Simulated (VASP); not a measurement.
LiF: the change of energy of the functional and RPA energy with volume scale

All results are calculated (VASP 6.6.1). RPA total energy (exact exchange plus RPA correlation) on Kohn-Sham orbitals over scaled volumes of the cell given; energies count from the value at scale 1 or the largest scale; program VASP.

The cell before it is scaled or strained (space group Fm-3m, No. 225):
```
LiF
1.0
      0.0000     2.0050     2.0050
      2.0050     0.0000     2.0050
      2.0050     2.0050     0.0000
Li F
1 1
Direct
  0.00000 0.00000 0.00000
  0.50000 0.50000 0.50000
```

Settings of every row: orbitals functional PBE; datasets GW family; wave cutoff 634 eV; k mesh 4x4x4; response cutoff 422.7 eV; long wavelength term neglected; exchange cutoff 731.5 eV; frequency points 12; coulomb kernel bare; route quartic.

Potential name: Li_sv_GW, F_GW

Limits: coarse mesh, values belong to these settings and can lie far from the converged crystal; the count of empty bands follows the volume.

| row | volume scale | V (Å³/atom) | energy of the functional (eV, a cell) | RPA energy (eV, a cell) | total energy with exact exchange (eV, a cell) |
| --- | --- | --- | --- | --- | --- |
| 1 | 0.92 | 7.415 | 0.05511 | 0.02939 | 0.01509 |
| 2 | 0.96 | 7.738 | ? | ? | ? |
| 3 | 1 | 8.06 | 0 | 0 | 0 |
| 4 | 1.04 | 8.383 | -0.0069 | 0.00601 | 0.01161 |
| 5 | 1.08 | 8.705 | -0.00292 | 0.02137 | 0.03317 |

Question: what energy of the functional and RPA energy should row 2 give?

Worked fit of energy of the functional. Take u = (V_r/V)^(2/3) − 1 with V_r = 8.2215 Å³ an atom, which is twice the finite (Eulerian) strain; such expansions in the strain, on which the Birch-Murnaghan equation of state is built, carry the rest volume and the bulk modulus. The shown rows have u = 0.07126, 0.01331, -0.01289, -0.03738. Least squares give energy of the functional = −0.004907 + 0.25543 × u + 8.2359 × u² eV; a straight line predicts inner rows, each left out in turn, worse (root mean square 0.015 against 0.00014 eV). The rows lie off it by -0.00001, 0.00005, -0.00007, 0.00003 (root mean square 4.6e-05 eV). The withheld row has u = 0.04123, so the fit gives −0.004907 + 0.25543 × (0.04123) + 8.2359 × (0.04123)² = 0.01962 eV.

The calculation gave 0.01967 eV. The fit lies 0.00005 eV (0.081 % of the column's range) below it; its largest miss of a shown row is 0.00007 eV.

Worked fit of RPA energy. Take u = (V_r/V)^(2/3) − 1 with V_r = 8.2215 Å³ an atom, which is twice the finite (Eulerian) strain; such expansions in the strain, on which the Birch-Murnaghan equation of state is built, carry the rest volume and the bulk modulus. The shown rows have u = 0.07126, 0.01331, -0.01289, -0.03738. Least squares give RPA energy = 0.001551 − 0.21539 × u + 8.4995 × u² eV; a straight line predicts inner rows, each left out in turn, worse (root mean square 0.015 against 0.00055 eV). The rows lie off it by 0.00003, -0.00019, 0.00027, -0.00011 (root mean square 0.00017 eV). The withheld row has u = 0.04123, so the fit gives 0.001551 − 0.21539 × (0.04123) + 8.4995 × (0.04123)² = 0.00712 eV.

The calculation gave 0.00925 eV. The fit lies 0.00213 eV (23 % of the value, 7.2 % of the column's range) below it; its largest miss of a shown row is 0.00027 eV.

The other values of row 2: total energy with exact exchange 0.00015 eV.
